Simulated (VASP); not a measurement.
Write the native input for VASP 6.6.1 that does the following.

```
Task                   : single point
Functional             : PBE
Potentials or basis    : VASP PAW PBE potentials, release 64 (Y_sv, Nb_sv, N)
Cutoff                 : 520 eV
k mesh                 : 6 × 6 × 4
Occupations            : gaussian, width 0.1 eV
Spin                   : no spin polarisation
Dipole correction      : no
Further INCAR settings : ALGO = Normal; EDIFF = 1e-07; NBANDS = 25
```

The structure of YNbN2 lies in POSCAR:

```
YNbN2
1.0
    3.2721688400      0.0000000000      0.0000000000
   -1.6360844200      2.8337813400      0.0000000000
    0.0000000000      0.0000000000      5.3438720200
Y Nb N
1 1 2
Direct
    0.0000000000      0.0000000000      0.5000000000
    0.0000000000      0.0000000000      0.0000000000
    0.3333333300      0.6666666700      0.8071036200
    0.6666666700      0.3333333300      0.1928963800
```

The cell was built by a generator and needn't be a form met in nature.

The input as run:

INCAR

```
SYSTEM = YNbN2
  PREC = Accurate
  ENCUT = 520
  EDIFF = 1E-7
  ISMEAR = 0
  SIGMA = 0.1
  LREAL = .FALSE.
  LASPH = .TRUE.
  NELM = 100
  ALGO = Normal
  ISIF = 2
  LWAVE = .FALSE.
  LCHARG = .TRUE.
  GGA = PE
  LELF = .TRUE.
  LVHAR = .TRUE.
  NBANDS = 25
```

KPOINTS

```
Automatic mesh
0
G
  6 6 4
  0 0 0
```

Potentials or basis: VASP PAW PBE potentials, release 64 (Y_sv, Nb_sv, N).

Run with:

```bash
$ cat potpaw_PBE.64/Y_sv/POTCAR potpaw_PBE.64/Nb_sv/POTCAR potpaw_PBE.64/N/POTCAR > POTCAR
$ mpirun -np 1 vasp_std > vasp.out
```

Results of the run:

```json
{"Pressure": "14.0 GPa", "Largest force": "2.450 eV/Å", "Band gap on the k mesh": "none (metal or under the smearing width)"}
```

Caveat: the k mesh is coarse (spacing up to 0.37 Å⁻¹), so the values aren't converged; forces of over 1 eV/Å show positions far from the minimum, so gaps and moduli don't describe the material at rest.

Wall time 42 s on 1 thread of Intel(R) Xeon(R) Platinum 8259CL CPU @ 2.50GHz (Skylake/Cascade Lake) (shared host), peak memory 0.19 GiB.
